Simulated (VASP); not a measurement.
Data:

```
MnO
1.0
    4.44000     2.22000     2.22000
    2.22000     4.44000     2.22000
    2.22000     2.22000     4.44000
Mn O
2 2
Direct
  0.00000   0.00000   0.00000
  0.50000   0.50000   0.50000
  0.25000   0.25000   0.25000
  0.75000   0.75000   0.75000
```
Starting moments (μB, in the order of the record's atoms Mn Mn O O): 5.0 -5.0 0.0 0.0.

Level of theory: PBE GGA, VASP's PBE PAW potentials (set 64) (plane waves; VASP 6.6.1). Run with 520 eV cut-off, 7×7×7 Γ-centred mesh, Gaussian smearing of 0.050 eV, potentials Mn_pv O_s.

Q: Estimate the cell moment, energy per atom (σ→0).

A: 
```json
{
 "cell_moment": "0.00 μB",
 "energy per atom (σ→0)": "-8.278 eV/atom"
}
```

Q: Give the moment on each site (PAW-sphere projection).

A: 
| site | moment (μB) |
|---|---|
| Mn1 | 4.33 |
| Mn2 | -4.33 |
| O3 | 0.00 |
| O4 | 0.00 |

The absolute energy has meaning only against runs of the same code, potentials and settings.

The compound is MnO in the rock salt, AFM-II order structure. The cell was not relaxed at this level. The run is one of a series of settings (POTCAR Mn_pv O_s (PBE.64 set) against the base run), some of them coarse on purpose.
